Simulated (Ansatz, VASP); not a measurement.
**Al2O3 (Corundum): VASP beside Ansatz**

Wanted: the spread between two codes on one cell, functional and k mesh. The cell is taken from a series of runs on this material, whose earlier steps may have relaxed, scaled, displaced or heated it; both programs get it as it stands.

Program: Ansatz 0.2.0. Level of theory: plane waves, with VASP 6.6.1 beside it; zone-centre phonons at LDA. Results are calculated unless marked as measured.

**1. Starting point**

It takes space group R-3c (No. 167, trigonal). The conventional cell has a = 4.818 Å, b = 4.818 Å, c = 13.160 Å, α = 90.00°, β = 90.00°, γ = 120.00°. O has 4 Al at 1.88 to 1.99 Å nearest. Al has 6 O at 1.88 to 1.99 Å nearest. Farther neighbours and most contacts between anions are not listed.

Structure file:

```cif
data_structure
_symmetry_space_group_name_H-M 'R-3c:H'
_symmetry_Int_Tables_number 167
_cell_length_a 4.8183
_cell_length_b 4.8183
_cell_length_c 13.1600
_cell_angle_alpha 90.000
_cell_angle_beta 90.000
_cell_angle_gamma 120.000
_cell_volume 264.59
loop_
_atom_site_label
_atom_site_type_symbol
_atom_site_symmetry_multiplicity
_atom_site_Wyckoff_symbol
_atom_site_fract_x
_atom_site_fract_y
_atom_site_fract_z
_atom_site_occupancy
O1 O 18 e 0.63852 0.66667 0.41667 1
Al1 Al 12 c 0.66667 0.33333 0.18539 1
```

**2. VASP: zone-centre phonons, LDA**

Second derivatives magnify differences that forces hide, and they need a tight electronic threshold.

Lines of VASP's logs that name or quote its potential files are left out, and so is its time.

Contents of INCAR:

```
SYSTEM = Al2O3
PREC = Accurate
ENCUT = 600
EDIFF = 1E-08
NELM = 120
ISMEAR = 0
SIGMA = 0.01
LREAL = .FALSE.
ALGO = Normal
GGA = PW92
NBANDS = 34
LORBIT = 11
LWAVE = .FALSE.
LCHARG = .FALSE.
ISIF = 2
IBRION = 8
LEPSILON = .TRUE.
LASPH = .TRUE.
GGA_COMPAT = .FALSE.
EFERMI = MIDGAP
KPAR = 2
```

Contents of POSCAR:

```
Al2O3
1.0
    2.4091422282      1.3909189140      4.3866810192
   -2.4091422282      1.3909189140      4.3866810192
    0.0000000000     -2.7818378280      4.3866810192
O Al
6 4
Direct
    0.5551843757      0.9448156243      0.2500000000
    0.2500000000      0.5551843757      0.9448156243
    0.9448156243      0.2500000000      0.5551843757
    0.4448156243      0.0551843757      0.7500000000
    0.7500000000      0.4448156243      0.0551843757
    0.0551843757      0.7500000000      0.4448156243
    0.3520599788      0.3520599788      0.3520599788
    0.1479400212      0.1479400212      0.1479400212
    0.6479400212      0.6479400212      0.6479400212
    0.8520599788      0.8520599788      0.8520599788
```

Contents of KPOINTS:

```
Automatic mesh
0
Gamma
6 6 6
0 0 0
```

PAW data sets: O and Al (LDA family, release 64).

Launch:

```bash
mpirun -np 2 vasp_std
```

Numbers of over 12 decimals in the logs are rounded to 6 here.

What it wrote:

```text
[banner, memory and clock lines left out]
running    2 mpi-ranks, on    1 nodes
 distrk:  each k-point on    1 cores,    2 groups
 distr:  one band on    1 cores,    1 groups

 POSCAR found type information on POSCAR O Al
 POSCAR found :  2 types and      10 ions
|                                                                             |
|               ----> ADVICE to this user running VASP <----                  |
|                                                                             |
|     You enforced a specific xc type in the INCAR file but a different       |
|     [... a line on the potential file left out ...]
|     I HOPE YOU KNOW WHAT YOU ARE DOING!                                     |
|                                                                             |

 LDA part: xc-table for (Slater(with rela. corr.)+PW92), standard interpolation
 POSCAR, INCAR and KPOINTS ok, starting setup
 FFT: planning ... GRIDC
 FFT: planning ... GRID_SOFT
 FFT: planning ... GRID
 WAVECAR not read
 entering main loop
       N       E                     dE             d eps       ncg     rms          rms(c)
DAV:   1     0.243455556991E+03    0.24346E+03   -0.27475E+04  2176   0.150E+03
DAV:   2    -0.768804564425E+02   -0.32034E+03   -0.30790E+03  2806   0.301E+02
DAV:   3    -0.911800601529E+02   -0.14300E+02   -0.14245E+02  2808   0.656E+01
DAV:   4    -0.912925441899E+02   -0.11248E+00   -0.11241E+00  2728   0.666E+00
DAV:   5    -0.912936583011E+02   -0.11141E-02   -0.11138E-02  2744   0.665E-01    0.173E+01
DAV:   6    -0.831833271946E+02    0.81103E+01   -0.30493E+01  2644   0.291E+01    0.620E+00
DAV:   7    -0.830870311439E+02    0.96296E-01   -0.88325E-01  2622   0.467E+00    0.318E+00
DAV:   8    -0.830036610659E+02    0.83370E-01   -0.86463E-02  2760   0.221E+00    0.730E-01
DAV:   9    -0.829966634196E+02    0.69976E-02   -0.13896E-02  2798   0.614E-01    0.268E-01
DAV:  10    -0.829967431903E+02   -0.79771E-04   -0.53650E-04  2598   0.147E-01    0.637E-02
DAV:  11    -0.829967171961E+02    0.25994E-04   -0.15525E-04  2646   0.730E-02    0.260E-02
DAV:  12    -0.829967175756E+02   -0.37949E-06   -0.46372E-06  2704   0.144E-02    0.723E-03
DAV:  13    -0.829967171589E+02    0.41668E-06   -0.15297E-06  2654   0.716E-03    0.172E-03
DAV:  14    -0.829967171554E+02    0.34997E-08   -0.78731E-08  2616   0.167E-03
   1 F= -.82996717E+02 E0= -.82996717E+02  d E =0.000000E+00
 Linear response reoptimize wavefunctions to high precision
DAV:   1    -0.829967171555E+02   -0.88221E-10   -0.27582E-09  1844   0.301E-04
DAV:   2    -0.829967171555E+02    0.00000E+00   -0.46291E-10  1418   0.134E-04
 Linear response G [H, r] |phi>, progress :
  Direction:   1
       N       E                     dE             d eps       ncg     rms
RMM:   1    -0.195162504152E+03   -0.19516E+03    0.13110E+02  5074   0.922E+01
RMM:   2    -0.171094098176E+03    0.24068E+02   -0.10491E+01  3774   0.181E+01
RMM:   3    -0.171139856420E+03   -0.45758E-01   -0.11216E-01  3917   0.181E+00
RMM:   4    -0.171141297202E+03   -0.14408E-02   -0.25204E-03  4081   0.240E-01
RMM:   5    -0.171141322747E+03   -0.25546E-04   -0.38251E-04  4123   0.466E-02
RMM:   6    -0.171141324707E+03   -0.19597E-05   -0.35101E-04  4183   0.238E-02
RMM:   7    -0.171141322632E+03    0.20750E-05   -0.32859E-04  4195   0.214E-02
RMM:   8    -0.171141318201E+03    0.44306E-05   -0.27974E-04  4134   0.212E-02
RMM:   9    -0.171141319232E+03   -0.10301E-05   -0.23379E-04  3966   0.212E-02
RMM:  10    -0.171141318442E+03    0.78954E-06   -0.59984E-06  3939   0.212E-02
 Linear response G [H, r] |phi>, progress :
  Direction:   2
       N       E                     dE             d eps       ncg     rms
RMM:   1    -0.196435777496E+03   -0.19644E+03    0.12994E+02  5046   0.924E+01
RMM:   2    -0.173011793904E+03    0.23424E+02   -0.10419E+01  3771   0.181E+01
RMM:   3    -0.173059574716E+03   -0.47781E-01   -0.10810E-01  3921   0.179E+00
RMM:   4    -0.173060964851E+03   -0.13901E-02   -0.27109E-03  4088   0.237E-01
RMM:   5    -0.173060987148E+03   -0.22297E-04   -0.59271E-04  4132   0.439E-02
RMM:   6    -0.173060993751E+03   -0.66035E-05   -0.61118E-04  4185   0.214E-02
RMM:   7    -0.173060995300E+03   -0.15484E-05   -0.62586E-04  4197   0.190E-02
RMM:   8    -0.173060996752E+03   -0.14522E-05   -0.64108E-04  4141   0.188E-02
RMM:   9    -0.173060995722E+03    0.10298E-05   -0.62228E-04  3972   0.188E-02
RMM:  10    -0.173060994214E+03    0.15076E-05   -0.59088E-04  3948   0.188E-02
 Linear response G [H, r] |phi>, progress :
  Direction:   3
       N       E                     dE             d eps       ncg     rms
RMM:   1    -0.195017289048E+03   -0.19502E+03    0.12581E+02  4927   0.923E+01
RMM:   2    -0.172043662104E+03    0.22974E+02   -0.96849E+00  3790   0.173E+01
RMM:   3    -0.172085750863E+03   -0.42089E-01   -0.10189E-01  3869   0.173E+00
[...]
RMM:  10    -0.595784648786E+00   -0.11200E-05   -0.31857E-06  8285   0.104E-03    0.249E-05
RMM:  11    -0.595784854396E+00   -0.20561E-06   -0.17039E-06  7339   0.101E-03    0.687E-06
 change of polarisation eV/A/(eV/A) component  2 :    -0.018     1.119     0.000
 dielectric tensor                  component  2 :    -0.038     3.296     0.000
 Linear response to external field, progress :
  Direction:   3
[...]
Linear response progress:
  Degree of freedom:   2/  5
       N       E                     dE             d eps       ncg     rms          rms(c)
RMM:   1    -0.367927508470E+00   -0.36793E+00    0.35906E-01 14874   0.299E+00
RMM:   2    -0.363631048976E+00    0.42965E-02   -0.60518E-03 12957   0.374E-01    0.161E-01
RMM:   3    -0.364604793221E+00   -0.97374E-03   -0.10537E-03 12110   0.149E-01    0.808E-02
RMM:   4    -0.366351145587E+00   -0.17464E-02   -0.10335E-03 12905   0.136E-01    0.169E-02
RMM:   5    -0.366304489804E+00    0.46656E-04   -0.36441E-05 14122   0.273E-02    0.471E-03
RMM:   6    -0.366352661285E+00   -0.48171E-04   -0.65133E-07 14472   0.431E-03    0.130E-03
RMM:   7    -0.366348569166E+00    0.40921E-05   -0.25530E-07 14499   0.137E-03    0.551E-04
RMM:   8    -0.366353893813E+00   -0.53246E-05   -0.32095E-07 14588   0.922E-04    0.156E-04
RMM:   9    -0.366353198165E+00    0.69565E-06   -0.66406E-07 14601   0.613E-04    0.783E-05
RMM:  10    -0.366353484928E+00   -0.28676E-06   -0.15947E-06 14728   0.595E-04    0.142E-05
RMM:  11    -0.366353399106E+00    0.85823E-07   -0.87780E-07 14881   0.592E-04    0.630E-06
RMM:  12    -0.366353446333E+00   -0.47227E-07   -0.12972E-06 15168   0.584E-04    0.199E-06
RMM:  13    -0.366353434785E+00    0.11548E-07   -0.24635E-07 15349   0.582E-04    0.595E-07
RMM:  14    -0.366353437773E+00   -0.29882E-08   -0.35817E-07 15462   0.578E-04    0.340E-07
RMM:  15    -0.366353436221E+00    0.15522E-08   -0.15433E-07 15811   0.576E-04    0.143E-07
RMM:  16    -0.366353436570E+00   -0.34893E-09   -0.44485E-08 16042   0.574E-04    0.151E-07
 first order change of Fermi-energy  -0.19901E-03
 force on displaced ion       1 direction 2 :  -0.002 -16.449   4.524
 Born effective charge ion    1 direction 2 :   0.000  -1.883   0.359
 Linear response progress:
  Degree of freedom:   3/  5
       N       E                     dE             d eps       ncg     rms          rms(c)
RMM:   1    -0.368310492326E+00   -0.36831E+00    0.36190E-01 14741   0.298E+00
RMM:   2    -0.364464219635E+00    0.38463E-02   -0.60336E-03 13233   0.372E-01    0.160E-01
RMM:   3    -0.365467993138E+00   -0.10038E-02   -0.10605E-03 12059   0.149E-01    0.800E-02
RMM:   4    -0.367213252567E+00   -0.17453E-02   -0.10289E-03 13017   0.132E-01    0.180E-02
RMM:   5    -0.367168093369E+00    0.45159E-04   -0.49506E-05 13772   0.314E-02    0.465E-03
RMM:   6    -0.367262433266E+00   -0.94340E-04   -0.48876E-06 14402   0.842E-03    0.146E-03
RMM:   7    -0.367260416916E+00    0.20164E-05   -0.12943E-07 14493   0.161E-03    0.445E-04
RMM:   8    -0.367263322532E+00   -0.29056E-05   -0.62704E-08 14550   0.689E-04    0.181E-04
RMM:   9    -0.367263081461E+00    0.24107E-06   -0.46310E-08 14561   0.547E-04    0.382E-05
RMM:  10    -0.367263082722E+00   -0.12606E-08   -0.14959E-06 14675   0.518E-04    0.146E-05
RMM:  11    -0.367263062159E+00    0.20563E-07   -0.39893E-07 14793   0.518E-04    0.302E-06
RMM:  12    -0.367263077260E+00   -0.15102E-07   -0.28700E-07 14934   0.512E-04    0.857E-07
RMM:  13    -0.367263082446E+00   -0.51859E-08   -0.37750E-07 15179   0.510E-04    0.369E-07
RMM:  14    -0.367263082599E+00   -0.15230E-09   -0.63279E-08 15339   0.507E-04    0.214E-07
 first order change of Fermi-energy   0.76537E-04
 force on displaced ion       1 direction 3 :   0.001   4.521 -13.633
 Born effective charge ion    1 direction 3 :  -0.000   0.263  -1.965
 Linear response progress:
  Degree of freedom:   4/  5
       N       E                     dE             d eps       ncg     rms          rms(c)
RMM:   1    -0.154676405919E-01   -0.15468E-01    0.36897E-03 22571   0.957E-01
RMM:   2    -0.850347260945E-02    0.69642E-02   -0.21262E-03 13644   0.265E-01    0.850E-02
RMM:   3    -0.835069378294E-02    0.15278E-03   -0.24857E-04 13776   0.650E-02    0.449E-02
RMM:   4    -0.829128632322E-02    0.59407E-04   -0.82223E-05 13932   0.306E-02    0.168E-02
RMM:   5    -0.828204304062E-02    0.92433E-05   -0.29280E-05 14013   0.139E-02    0.370E-03
RMM:   6    -0.827405026582E-02    0.79928E-05   -0.22199E-06 14166   0.403E-03    0.802E-04
RMM:   7    -0.827296245581E-02    0.10878E-05    0.69551E-07 14426   0.737E-04    0.342E-04
RMM:   8    -0.827299061149E-02   -0.28156E-07   -0.50109E-08 14487   0.308E-04    0.512E-05
RMM:   9    -0.827297276137E-02    0.17850E-07   -0.25638E-07 14610   0.121E-04    0.155E-05
RMM:  10    -0.827302966420E-02   -0.56903E-07    0.16189E-07 14622   0.985E-05    0.565E-06
RMM:  11    -0.827302693581E-02    0.27284E-08   -0.30050E-08 14719   0.946E-05    0.212E-06
 first order change of Fermi-energy  -0.81148E-01
 force on displaced ion       7 direction 1 : -17.278  -0.000  -0.000
 Born effective charge ion    7 direction 1 :   2.974   0.030   0.000
 Linear response progress:
  Degree of freedom:   5/  5
       N       E                     dE             d eps       ncg     rms          rms(c)
RMM:   1    -0.179318981903E-01   -0.17932E-01   -0.22003E-02  8091   0.943E-01
RMM:   2    -0.836616590386E-02    0.95657E-02   -0.18879E-03  4804   0.265E-01    0.746E-02
RMM:   3    -0.815706732771E-02    0.20910E-03   -0.22961E-05  5001   0.508E-02    0.456E-02
RMM:   4    -0.803468714320E-02    0.12238E-03   -0.91640E-05  5008   0.563E-02    0.763E-03
RMM:   5    -0.802848987261E-02    0.61973E-05    0.33413E-05  4972   0.927E-03    0.432E-03
RMM:   6    -0.802587136822E-02    0.26185E-05    0.56975E-06  5107   0.413E-03    0.151E-03
RMM:   7    -0.802462832141E-02    0.12430E-05    0.20648E-07  5109   0.135E-03    0.465E-04
RMM:   8    -0.802497612999E-02   -0.34781E-06   -0.24168E-07  5158   0.447E-04    0.630E-05
RMM:   9    -0.802494118061E-02    0.34949E-07    0.58455E-07  5182   0.148E-04    0.243E-05
RMM:  10    -0.802496913797E-02   -0.27957E-07    0.10649E-07  5206   0.104E-04    0.561E-06
RMM:  11    -0.802496498038E-02    0.41576E-08    0.28800E-07  5236   0.954E-05    0.168E-06
RMM:  12    -0.802496885373E-02   -0.38733E-08    0.12331E-07  5203   0.940E-05    0.109E-06
RMM:  13    -0.802496884289E-02    0.10840E-10    0.21504E-07  5137   0.930E-05    0.431E-07
RMM:  14    -0.802496600878E-02    0.28341E-08    0.26197E-07  5006   0.915E-05    0.167E-07
RMM:  15    -0.802496737622E-02   -0.13674E-08    0.13501E-07  5087   0.908E-05    0.852E-08
 first order change of Fermi-energy  -0.14073E-02
 force on displaced ion       7 direction 3 :   0.000   0.000 -16.304
 Born effective charge ion    7 direction 3 :   0.000  -0.000   2.948
 Born effective charges drift removed
 Linear response finished
```

[end of part 1 of 3]

[Lines on the potential files, build, host, timing and source positions are cut from VASP's logs without a mark.]

[Logs are printed without paths, hosts, clocks, repeated set-up lines and the standing remarks that a program may print on its own settings, such as how far it seeks lower states.]

[Hosts, paths, dates, database ids (printed as entryN), source tags and the programs' standing remarks are cut or masked in the printed files.]
